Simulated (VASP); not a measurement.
# Ca3Si3Ir4 (a cell with a defect) in VASP: further runs

One crystal, Ca3Si3Ir4 (a cell with a defect), is run at these levels: PBEsol; tasks: single point.

All numbers are computed with VASP 6.6.1; they aren't measurements. Logs are shortened: lines on timing, memory, paths and dates and some standing lists are left out, and cuts for length are marked.

### Step 1. The crystal as given

The cell holds a defect, 10 atoms: a = 6.479 Å, b = 6.479 Å, c = 6.479 Å, α = 109.47°, β = 109.47°, γ = 109.47°.

### Step 2. Single point, PBEsol

Input file INCAR:

```
SYSTEM = Ca3Si3Ir4
PREC = Accurate
ENCUT = 520
EDIFF = 1E-7
ISMEAR = -1
SIGMA = 0.1
LREAL = .FALSE.
LASPH = .TRUE.
NELM = 80
ALGO = Fast
ISIF = 2
LWAVE = .FALSE.
LCHARG = .FALSE.
GGA = PS
NBANDS = 50
```

Input file KPOINTS:

```
Automatic mesh
0
G
  3 3 3
  0 0 0
```

Input file POSCAR:

```
Ca3Si3Ir4
1.0
   -3.7406180000      3.7406180000      3.7406180000
    3.7406180000     -3.7406180000      3.7406180000
    3.7406180000      3.7406180000     -3.7406180000
Si Ir Ca
3 4 3
Direct
    0.6367624280      0.6366144578      0.6194806580
    0.3678682239      0.0021497785     -0.0149411140
    0.0023004220      0.3677451159     -0.0149028850
    0.2896691135      0.2895077765      0.2478230870
    0.7149495083      0.0021400207     -0.0395418618
    0.0023294279      0.0022104636      0.7158175467
    0.0023013577      0.7147967261     -0.0395677933
    0.0023057687      0.3904267958      0.5155489013
    0.3905573892      0.0020639638      0.5154991769
    0.6140307564      0.6137888178      0.1272129365
```

Potentials or basis: VASP PAW PBE potentials, release 64 (Si, Ir, Ca_sv).

On the command line:

```sh
$ cat potpaw_PBE.64/Si/POTCAR potpaw_PBE.64/Ir/POTCAR potpaw_PBE.64/Ca_sv/POTCAR > POTCAR
$ mpirun -np 1 vasp_std > vasp.out
```

OUTCAR:

```text
SYSTEM = Ca3Si3Ir4
   PREC = Accurate
   ENCUT = 520
   EDIFF = 1E-7
   ISMEAR = -1
   LREAL = .FALSE.
   LASPH = .TRUE.
   NELM = 80
   ISIF = 2
   GGA = PS

 ion  position               nearest neighbor table
   1  0.637  0.637  0.619-   4 2.31   7 2.39   5 2.39   6 2.43  10 3.09
   2  0.368  0.002  0.985-   5 2.31   7 2.39   4 2.39   6 2.43   9 3.09
   3  0.002  0.368  0.985-   7 2.31   5 2.39   4 2.39   6 2.43   8 3.09
   4  0.290  0.290  0.248-   1 2.31   2 2.39   3 2.39   6 2.82  10 2.95   8 3.02   9 3.02   7 3.04
                             5 3.04
   5  0.715  0.002  0.960-   2 2.31   1 2.39   3 2.39   6 2.82   9 2.95   8 3.02  10 3.02   7 3.04
                             4 3.04
   6  0.002  0.002  0.716-   3 2.43   1 2.43   2 2.43   4 2.82   5 2.82   7 2.82   8 3.19   9 3.19
                            10 3.19
   7  0.002  0.715  0.960-   3 2.31   2 2.39   1 2.39   6 2.82   8 2.95  10 3.02   9 3.02   5 3.04
                             4 3.04
   8  0.002  0.390  0.516-   7 2.95   4 3.02   5 3.02   3 3.09   6 3.19
   9  0.391  0.002  0.515-   5 2.95   7 3.02   4 3.02   2 3.09   6 3.19
  10  0.614  0.614  0.127-   4 2.95   7 3.02   5 3.02   1 3.09   6 3.19

  LATTYP: Found a body centered cubic cell.
 ALAT       =     7.4812360000

  Lattice vectors:

 A1 = (  -3.7406180000,   3.7406180000,   3.7406180000)
 A2 = (   3.7406180000,  -3.7406180000,   3.7406180000)
 A3 = (   3.7406180000,   3.7406180000,  -3.7406180000)

Analysis of symmetry for initial positions (statically):
=====================================================================
 Subroutine PRICEL returns:
 Original cell was already a primitive cell.

 Routine SETGRP: Setting up the symmetry group for a
 body centered cubic supercell.

 Subroutine GETGRP returns: Found  1 space group operations
 (whereof  1 operations were pure point group operations)
 out of a pool of 48 trial point group operations.

The static configuration has the point symmetry C_1 .

Analysis of symmetry for dynamics (positions and initial velocities):
=====================================================================
 Subroutine PRICEL returns:
 Original cell was already a primitive cell.

 Routine SETGRP: Setting up the symmetry group for a
 body centered cubic supercell.

 Subroutine GETGRP returns: Found  1 space group operations
 (whereof  1 operations were pure point group operations)
 out of a pool of 48 trial point group operations.

The dynamic configuration has the point symmetry C_1 .

 Subroutine INISYM returns: Found  1 space group operations
 (whereof  1 operations are pure point group operations),
 and found     1 'primitive' translations

----------------------------------------------------------------------------------------

                                     Primitive cell

  volume of cell :     209.3582

  direct lattice vectors                    reciprocal lattice vectors
    -3.740618000  3.740618000  3.740618000     0.000000000  0.133667752  0.133667752
     3.740618000 -3.740618000  3.740618000     0.133667752  0.000000000  0.133667752
     3.740618000  3.740618000 -3.740618000     0.133667752  0.133667752  0.000000000

  length of vectors
     6.478940428  6.478940428  6.478940428     0.189034748  0.189034748  0.189034748

  position of ions in fractional coordinates (direct lattice)
     0.636762428  0.636614458  0.619480658
     0.367868224  0.002149778  0.985058886
     0.002300422  0.367745116  0.985097115
     0.289669113  0.289507777  0.247823087
     0.714949508  0.002140021  0.960458138
     0.002329428  0.002210464  0.715817547
     0.002301358  0.714796726  0.960432207
     0.002305769  0.390426796  0.515548901
     0.390557389  0.002063964  0.515499177
     0.614030756  0.613788818  0.127212937

  ion indices of the primitive-cell ions
   primitive index   ion index
                 1           1
                 2           2
                 3           3
                 4           4
                 5           5
                 6           6
                 7           7
                 8           8
                 9           9
                10          10

----------------------------------------------------------------------------------------

 KPOINTS: Automatic mesh

Automatic generation of k-mesh.
 Grid dimensions read from file:
 generate k-points for:    3    3    3

 Generating k-lattice:

  Cartesian coordinates                     Fractional coordinates (reciprocal lattice)
     0.000000000  0.044555917  0.044555917     0.333333333  0.000000000  0.000000000
     0.044555917  0.000000000  0.044555917     0.000000000  0.333333333  0.000000000
     0.044555917  0.044555917  0.000000000     0.000000000  0.000000000  0.333333333

  Length of vectors
     0.063011583  0.063011583  0.063011583

  Shift w.r.t. Gamma in fractional coordinates (k-lattice)
     0.000000000  0.000000000  0.000000000

 Subroutine IBZKPT returns following result:
 ===========================================

 Found     14 irreducible k-points:

 Following reciprocal coordinates:
            Coordinates               Weight
  0.000000  0.000000  0.000000      1.000000
  0.333333  0.000000  0.000000      2.000000
  0.000000  0.333333  0.000000      2.000000
  0.000000  0.000000  0.333333      2.000000
  0.333333  0.000000 -0.333333      2.000000
  0.333333 -0.333333  0.000000      2.000000
  0.000000  0.333333 -0.333333      2.000000
  0.333333  0.333333  0.000000      2.000000
  0.000000  0.333333  0.333333      2.000000
  0.333333  0.000000  0.333333      2.000000
 -0.333333 -0.333333 -0.333333      2.000000
 -0.333333  0.333333  0.333333      2.000000
  0.333333 -0.333333  0.333333      2.000000
  0.333333  0.333333 -0.333333      2.000000
   k-points           NKPTS =     14   k-points in BZ     NKDIM =     14   number of bands    NBANDS=     50
   number of dos      NEDOS =    301   number of ions     NIONS =     10
   total plane-waves  NPLWV = 110592
   dimension x,y,z NGX =    48 NGY =   48 NGZ =   48
   dimension x,y,z NGXF=    96 NGYF=   96 NGZF=   96
   ions per type =               3   4   3
   NGX,Y,Z   is equivalent  to a cutoff of  12.32, 12.32, 12.32 a.u.
   NGXF,Y,Z  is equivalent  to a cutoff of  24.63, 24.63, 24.63 a.u.
 SYSTEM =  Ca3Si3Ir4
   PREC   = accura    normal or accurate (medium, high low for compatibility)
   ISTART =      0    job   : 0-new  1-cont  2-samecut
   ICHARG =      2    charge: 1-file 2-atom 10-const
   ISPIN  =      1    spin polarized calculation?
   LNONCOLLINEAR =      F non collinear calculations
   LSORBIT =      F    spin-orbit coupling
   LASPH  =      T    aspherical Exc in radial PAW
   ENCUT  =  520.0 eV  38.22 Ry    6.18 a.u.  12.05 12.05 12.05*2*pi/ulx,y,z
   NELM   =     80;   NELMIN=  2; NELMDL= -5     # of ELM steps
   EDIFF  = 0.1E-06   stopping-criterion for ELM
   LREAL  =      F    real-space projection
   EDIFFG = 0.1E-05   stopping-criterion for IOM
   NSW    =      0    number of steps for IOM
   IBRION =     -1    ionic relax: 0-MD 1-quasi-New 2-CG
   NFREE  =      0    steps in history (QN), initial steepest desc. (CG)
   ISIF   =      2    stress and relaxation
   ISYM   =      2    0-nonsym 1-usesym 2-fastsym
   POTIM  = 0.5000    time-step for ionic-motion
   TEBEG  =    0.0;   TEEND  =   0.0 temperature during run
   PSTRESS=    0.0 pullay stress
   NELECT =      78.0000    total number of electrons
   NUPDOWN=      -1.0000    fix difference up-down
   EMIN   =  10.00;   EMAX   =-10.00  energy-range for DOS
   EFERMI =   0.00;   METHOD = LEGACY
   ISMEAR =    -1;   SIGMA  =   0.10  broadening in eV -4-tet -1-fermi 0-gaus
   EFERMI_NEDOS =   21; number of points for ismear=-14 and -15
   IALGO  =     68    algorithm
   IMIX   =      4    mixing-type and parameters
     AMIX     =   0.40;   BMIX     =  1.00
     AMIX_MAG =   1.60;   BMIX_MAG =  1.00
  volume/ion in A,a.u.               =      20.94       141.28
  Fermi-wavevector in a.u.,A,eV,Ry     =   1.177994  2.226086 18.880389  1.387669
  Thomas-Fermi vector in A             =   2.314331
   LORBIT       =      0    0 simple, 1 ext, 2 COOP (PROOUT), +10 PAW based schemes
   GGA     = PS    functional components
   LHFCALC =     F    Hartree Fock is set to
   AEXX    =    0.0000 exact exchange contribution
   IVDW    =     0    specifies the selected vdW correction
   LEPSILON=     F    determine dielectric tensor
   LRPA    =     F    only Hartree local field effects (RPA)
 non-spin polarized calculation
 RMM-DIIS sequential band-by-band and
  energy-cutoff  :      520.00
  volume of cell :      209.36
 maximum number of plane-waves:      5654
   NGX = 25   NGY = 25   NGZ = 25

 number of electron      78.0000002 magnetization

 Free energy of the ion-electron system (eV)
  ---------------------------------------------------
  ext. energy  EPLUGINS =         0.00000000
  ---------------------------------------------------
  free energy    TOTEN  =       -69.36603871 eV

  energy without entropy =      -69.22279981  energy(sigma->0) =      -69.29441926

 E-fermi :   5.1646     XC(G=0): -10.4754

 val. band max:        5.1191301316   @ k =  -0.3333   0.3333   0.3333
 cond. band min:       5.1743574923   @ k =   0.3333  -0.3333   0.0000
 fundamental gap:      0.0552273606
 Fermi energy:         5.1645538320

 k-point     1 :       0.0000    0.0000    0.0000
  band No.  band energies     occupation
      1     -35.2637      2.00000
      2     -35.2543      2.00000
      3     -35.2542      2.00000
      4     -16.4441      2.00000
      5     -16.4398      2.00000
      6     -16.4397      2.00000
[... 42 lines left out ...]
     49       9.2842      0.00000
     50       9.2923      0.00000

 k-point     2 :       0.3333    0.0000    0.0000
  band No.  band energies     occupation
      1     -35.2611      2.00000
      2     -35.2560      2.00000
      3     -35.2550      2.00000
      4     -16.4512      2.00000
      5     -16.4323      2.00000
      6     -16.4134      2.00000
[... 42 lines left out ...]
     49       9.0018      0.00000
     50       9.2854      0.00000

 k-point     3 :       0.0000    0.3333    0.0000
  band No.  band energies     occupation
      1     -35.2611      2.00000
      2     -35.2562      2.00000
      3     -35.2549      2.00000
      4     -16.4511      2.00000
      5     -16.4324      2.00000
      6     -16.4134      2.00000
[... 42 lines left out ...]
     49       8.8641      0.00000
     50       8.9977      0.00000

 k-point     4 :       0.0000    0.0000    0.3333
  band No.  band energies     occupation
      1     -35.2616      2.00000
      2     -35.2561      2.00000
      3     -35.2544      2.00000
      4     -16.4477      2.00000
      5     -16.4275      2.00000
      6     -16.4249      2.00000
[... 469 lines left out ...]
 k-point    13 :       0.3333   -0.3333    0.3333
  band No.  band energies     occupation
      1     -35.2601      2.00000
      2     -35.2578      2.00000
      3     -35.2542      2.00000
      4     -16.4514      2.00000
      5     -16.4482      2.00000
      6     -16.4149      2.00000
[... 42 lines left out ...]
     49       8.6517      0.00000
     50       8.8453      0.00000

 k-point    14 :       0.3333    0.3333   -0.3333
  band No.  band energies     occupation
      1     -35.2601      2.00000
      2     -35.2577      2.00000
      3     -35.2542      2.00000
      4     -16.4514      2.00000
      5     -16.4482      2.00000
      6     -16.4149      2.00000
[... 42 lines left out ...]
     49       8.6509      0.00000
     50       8.8476      0.00000

------------------------ aborting loop because EDIFF is reached ----------------------------------------

  FORCE on cell =-STRESS in cart. coord.  units (eV):
  Direction    XX          YY          ZZ          XY          YZ          ZX
  --------------------------------------------------------------------------------------
  -------------------------------------------------------------------------------------
  Total       -6.3664658     -6.3684869     -6.3683961      3.1011523     -3.0996764     -3.1005747
  in kB      -48.7213062    -48.7367729    -48.7360783     23.7325065    -23.7212118    -23.7280861
  external PRESSURE =     -48.7313858 kB  Pullay stress =       0.0000000 kB

 VOLUME and BASIS-vectors are now :
 -----------------------------------------------------------------------------
  energy-cutoff  :      520.00
  volume of cell :      209.36
      direct lattice vectors                 reciprocal lattice vectors
    -3.740618000  3.740618000  3.740618000     0.000000000  0.133667752  0.133667752
     3.740618000 -3.740618000  3.740618000     0.133667752  0.000000000  0.133667752
     3.740618000  3.740618000 -3.740618000     0.133667752  0.133667752  0.000000000

 POSITION                                       TOTAL-FORCE (eV/Angst)
 -----------------------------------------------------------------------------------
      2.31669      2.31779      2.44598        -0.010214     -0.010150     -0.014085
      2.31672      5.05274     -2.30063        -0.010076      0.013632      0.010489
      5.05186      2.31788     -2.30067         0.012458     -0.009126      0.009482
      0.92641      0.92762      1.23947         0.010916      0.009822     -0.029713
      0.92636      6.25905     -0.91035         0.010975      0.029853     -0.009625
      2.67715      2.67804     -2.66062        -0.033807     -0.032371      0.031629
      6.25778      0.92744     -0.91022         0.031016      0.010248     -0.010063
      3.38028      0.47666     -0.45941        -0.004073     -0.003578      0.003529
      0.47508      3.38149     -0.45964        -0.003657     -0.004041      0.004364
      0.47495      0.47676      4.11695        -0.003538     -0.004289      0.003994
 -----------------------------------------------------------------------------------
    total drift:                               -0.000680     -0.000704      0.000563

  FREE ENERGIE OF THE ION-ELECTRON SYSTEM (eV)
  ---------------------------------------------------
  free  energy   TOTEN  =       -69.3660387065 eV

  energy  without entropy=      -69.2227998104  energy(sigma->0) =      -69.29441926
```

It took 10 min on 1 thread of Intel Xeon Platinum 8488C (Sapphire Rapids), shared host; peak memory 0.4 GiB.

Results:

| Item | Value |
| --- | --- |
| Free energy | -69.3660 eV |
| Pressure | -4.9 GPa |
| Largest force | 0.056 eV/Å |
| Band gap on the k mesh | none (metal or under the smearing width) |

Forces on the atoms (eV/Å):
```
Si  -0.010 -0.010 -0.014
Si  -0.010  0.014  0.010
Si   0.012 -0.009  0.009
Ir   0.011  0.010 -0.030
Ir   0.011  0.030 -0.010
Ir  -0.034 -0.032  0.032
Ir   0.031  0.010 -0.010
Ca  -0.004 -0.004  0.004
Ca  -0.004 -0.004  0.004
Ca  -0.004 -0.004  0.004
```

Caveat: the k mesh is coarse (spacing up to 0.40 Å⁻¹), so the values aren't converged; the PAW data sets were made with another functional, which shifts forces and pressure a little.

### Step 3. Single point, PBEsol

Input file INCAR:

```
ALGO     = Fast           # electronic algorithm
EDIFF    = 1E-6           # SCF threshold, eV
ENCUT    = 520            # plane-wave cutoff, eV
GGA      = PS             # functional
ISIF     = 2              # what is computed and relaxed
ISMEAR   = -1             # smearing method
LASPH    = True           # aspherical terms in the spheres
LCHARG   = False          # write CHGCAR
LREAL    = False          # projectors in reciprocal space
LWAVE    = False          # write WAVECAR
NBANDS   = 50             # bands
NELM     = 80             # most SCF steps
PREC     = Accurate       # precision mode
SIGMA    = 0.1            # smearing width, eV
```

Input file KPOINTS:

```
k-points
0
Gamma
  3 3 3
```

Input file POSCAR:

```
Ca3Si3Ir4
1.0
   -3.7406180000      3.7406180000      3.7406180000
    3.7406180000     -3.7406180000      3.7406180000
    3.7406180000      3.7406180000     -3.7406180000
Si Ir Ca
3 4 3
Direct
    0.7522735548      0.7024871291      0.7181067407
    0.2855136504     -0.0041213778      0.0130168330
   -0.0077511256      0.2330315472     -0.0130462400
    0.3604199894      0.3538633188      0.3611045020
    0.6031371019     -0.0535281871     -0.0726136697
    0.0291171138     -0.0151889340      0.6431552219
    0.0146760509      0.6454825112      0.0335588932
   -0.0232854571      0.4610736782      0.4527453752
    0.5158187765      0.0551158926      0.5427238226
    0.4912571933      0.5499499013      0.0446356725
```

Potentials or basis: VASP PAW PBE potentials, release 64 (Si, Ir, Ca_sv).

On the command line:

```sh
$ cat potpaw_PBE.64/Si/POTCAR potpaw_PBE.64/Ir/POTCAR potpaw_PBE.64/Ca_sv/POTCAR > POTCAR
$ mpirun -np 1 vasp_std > vasp.out
```

Run time: 6.6 min. Hardware: 1 thread of Intel Xeon Platinum 8488C (Sapphire Rapids), shared host; peak memory 0.4 GiB.

It converged, with:

```
Free energy            : -67.0331 eV
Pressure               : -6.6 GPa
Largest force          : 0.729 eV/Å
Band gap on the k mesh : none (metal or under the smearing width)
```

Forces on the atoms (eV/Å):
```
Si   0.145 -0.043 -0.105
Si   0.020 -0.025 -0.137
Si   0.110 -0.397  0.602
Ir   0.004 -0.051 -0.013
Ir   0.316  0.243  0.125
Ir   0.115 -0.122 -0.039
Ir  -0.428  0.015 -0.221
Ca   0.074  0.312 -0.144
Ca  -0.163 -0.216 -0.292
Ca  -0.192  0.283  0.225
```

Stress tensor (GPa, compression positive):
```
-7.14  0.00 -1.68
 0.00 -5.53  0.09
-1.68  0.09 -7.07
```

Levels at points of the mesh, in eV from the Fermi level:
| k point | band 37 | band 38 | band 39 | band 40 | band 41 | band 42 |
| --- | --- | --- | --- | --- | --- | --- |
| (0.00, 0.00, 0.00) | -0.76 | -0.55 | -0.26 | 0.06 | 0.27 | 0.80 |

Caveat: the k mesh is coarse (spacing up to 0.40 Å⁻¹), so the values aren't converged; the PAW data sets were made with another functional, which shifts forces and pressure a little. The run has no spin-orbit coupling, so splittings on Ir are missing.
